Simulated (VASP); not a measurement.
Given:

```yaml
crystal:
  lattice:
    - [1.56193, -2.70533, 0.00000]
    - [1.56193, 2.70533, 0.00000]
    - [0.00000, 0.00000, 5.00479]
  atoms:
    - { symbol: Al, position: [0.66667, 0.33333, 0.50010] }
    - { symbol: Al, position: [0.33333, 0.66667, 0.00010] }
    - { symbol: N, position: [0.66667, 0.33333, 0.88190] }
    - { symbol: N, position: [0.33333, 0.66667, 0.38190] }
```

Computed with optB88-vdW, VASP's PBE PAW potentials (set 64) (plane waves; VASP). Settings: 520 eV cut-off, Gaussian smearing of 0.050 eV, potentials Al N.

**Question.** Give the energies of bands 3 to 11 at the high-symmetry points, in eV from the valence-band maximum.

**Answer.** 
| band | Γ | M | K | A | L | H |
|---|---|---|---|---|---|---|
| 3 | -5.87 | -5.35 | -4.70 | -3.26 | -5.50 | -4.75 |
| 4 | -0.85 | -4.10 | -3.73 | -3.26 | -5.49 | -4.75 |
| 5 | -0.85 | -3.27 | -3.73 | -0.54 | -1.45 | -3.77 |
| 6 | -0.21 | -2.06 | -2.41 | -0.54 | -1.45 | -3.77 |
| 7 | -0.21 | -1.72 | -2.33 | -0.54 | -1.34 | -0.79 |
| 8 | 0.00 | -0.69 | -2.33 | -0.54 | -1.34 | -0.79 |
| 9 | 4.25 | 5.90 | 5.20 | 6.47 | 5.40 | 7.50 |
| 10 | 6.66 | 5.91 | 8.41 | 6.47 | 5.40 | 7.50 |
| 11 | 10.60 | 8.17 | 9.69 | 10.31 | 9.28 | 7.87 |

The gap is direct, 4.25 eV, from the valence maximum at Γ to the conduction minimum at Γ.

Measured: gap 6.51 eV (computed value off by -2.26 eV), as given by Martin Feneberg et al., Physical Review B (2010), doi:10.1103/physrevb.82.075208 [zero-point renormalisation of 0.417 eV (from the measured temperature dependence, row gaps:miglio2020:AlN_wz:gap_zpr, arXiv:2011.12765) added back].

The compound is AlN in the wurtzite structure. It was relaxed first.
